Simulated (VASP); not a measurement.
An input for Ansatz (written as the equivalent of a VASP run, and not itself run):

Ansatz 0.2 input:
```yaml
crystal:
  lattice:
    - [3.8880476, 0.0000000, 0.0000000]
    - [-1.9440238, 3.3671481, 0.0000000]
    - [0.0000000, 0.0000000, 6.8056350]
  atoms:
    - { symbol: La, position: [0.0000000, 0.0000000, 0.0000000] }
    - { symbol: La, position: [0.0000000, 0.0000000, 0.5000000] }
    - { symbol: B, position: [0.3333330, 0.6666670, 0.2500000] }
    - { symbol: B, position: [0.6666670, 0.3333330, 0.7500000] }
kpoints:
  mp_grid: { grid: [8, 8, 4] }
hamiltonian:
  xc: pbe
  pseudopotentials: { kind: paw }
scf:
  occupations: { method: methfessel_paxton, width: 0.1 }
  max_iter: 100
relax:
  max_steps: 60
  f_tol: 0.02
  cell: {}
output: { forces: true, stress: true, eigenvalues: true }
```

Q: Translate this input to VASP (INCAR, KPOINTS, POSCAR, choice of POTCAR).

A: One answer among several that fit: 
### INCAR
```
ALGO=Normal
EDIFF=1E-6
EDIFFG=-0.02
ENCUT=520
GGA=PE
IBRION=2
ISIF=3
ISMEAR=1
LASPH=.TRUE.
LCHARG=.FALSE.
LMAXMIX=6
LREAL=.FALSE.
LWAVE=.FALSE.
NELM=100
NSW=60
PREC=Accurate
SIGMA=0.1
SYSTEM=LaB
```

File KPOINTS:
```
Automatic mesh
0
Gamma
8 8 4
0 0 0
```

### POSCAR
```
LaB
1
    3.8880476377     0.0000000000     0.0000000000
   -1.9440238188     3.3671481014     0.0000000000
   -0.0000000000    -0.0000000000     6.8056349679
La B
2 2
Direct
  0.0000000000   0.0000000000   0.0000000000
  0.0000000000   0.0000000000   0.5000000000
  0.3333330000   0.6666670000   0.2500000000
  0.6666670000   0.3333330000   0.7500000000
```

POTCAR, in this order: La B (PBE.64 set). Program: vasp_std.

What does not carry over: each code has its own PAW files, so the cut-off isn't converted (ENCUT is set for VASP's; basis.ecutwfc is left out, and Ansatz then takes the one that its files recommend); Ansatz stops its SCF on the density residual and VASP on the energy change (EDIFF).

The structure was generated: LaB was put into the NiAs type type (P6_3/mmc), which need not be its known phase. It was relaxed first, which changed the volume by -26 %. The start is the result of an earlier pass.
